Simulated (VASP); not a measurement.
Here is a VASP 6.6.1 calculation.

File INCAR:

```
SYSTEM = W2N
PREC = Accurate
ENCUT = 700
EDIFF = 1E-7
ISMEAR = 0
SIGMA = 0.1
LREAL = .False.
LASPH = .True.
NELM = 80
ALGO = Normal
ISIF = 2
LWAVE = .False.
LCHARG = .True.
GGA = PS
LELF = .True.
LVHAR = .True.
```

Contents of KPOINTS:

```
regular mesh
0
Gamma
  12 12 2
  0 0 0
```

Contents of POSCAR:

```
W2N
1.0
    2.8047500000      0.0000000000      0.0000000000
   -1.4023700000      2.4289800000      0.0000000000
    0.0000000000      0.0000000000     17.4768300000
W N
6 3
Direct
    0.0000000000      0.0000000000      0.0758900000
    0.0000000000      0.0000000000      0.9241100000
    0.3333300000      0.6666700000      0.2626900000
    0.6666700000      0.3333300000      0.7373100000
    0.3333300000      0.6666700000      0.4174600000
    0.6666700000      0.3333300000      0.5825400000
    0.0000000000      0.0000000000      0.5000000000
    0.3333300000      0.6666700000      0.1507400000
    0.6666700000      0.3333300000      0.8492600000
```

Potentials or basis: VASP PAW PBE potentials, release 64 (W_sv, N).

Command:

```console
$ cat potpaw_PBE.64/W_sv/POTCAR potpaw_PBE.64/N/POTCAR > POTCAR
$ mpirun -np 1 vasp_std > vasp.out
```

Task: What does it give for the band gap on the k mesh?

Result: None (metal or under the smearing width).

Task: Predict the pressure.

Result: 0.0 GPa.

Task: Estimate the largest force.

Result: 0.008 eV/Å.

Forces in eV/Å, atoms in the order of the input:
```
W    0.000  0.000 -0.008
W    0.000  0.000  0.008
W    0.000  0.000 -0.001
W    0.000  0.000  0.001
W    0.000  0.000 -0.002
W    0.000  0.000  0.002
N    0.000  0.000  0.000
N    0.000  0.000  0.007
N    0.000  0.000 -0.007
```

Caveat: the PAW data sets were made with another functional, which shifts forces and pressure a little. The run has no spin-orbit coupling, so splittings on W are missing.
